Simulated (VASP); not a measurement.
Input:

```
C3Si
1.0
   -0.29783     3.99550     4.11890
    3.99550    -0.29783     4.11890
    1.84883     1.84883     0.00000
Si C
2 6
Direct
  0.96104   0.96104   0.07791
  0.16396   0.16396   0.17209
  0.99289   0.52427   0.98284
  0.13211   0.60073   0.26716
  0.52427   0.99289   0.98284
  0.60073   0.13211   0.26716
  0.50273   0.50273   0.99454
  0.62227   0.62227   0.25546
```

Computed with PBEsol GGA, VASP's PBE PAW potentials (set 64) (plane waves; VASP). Settings: 520 eV cut-off, 7×7×15 Γ-centred mesh, tetrahedra with Blöchl corrections, potentials Si C.

Problem. Predict the energy per atom (σ→0), band gap (on the k-mesh) with the smallest direct gap where there is one.

Solution. 
```json
{
  "band gap (on the k-mesh)": "none (metal, semimetal or under 0.01 eV)",
  "energy per atom (σ→0)": "-7.631 eV/atom"
}
```

Only differences to runs with the same potentials and settings are physical.

The structure was generated: C6Si2 was put into an ordered model structure (Cmcm), which need not be its known phase. It was relaxed first.
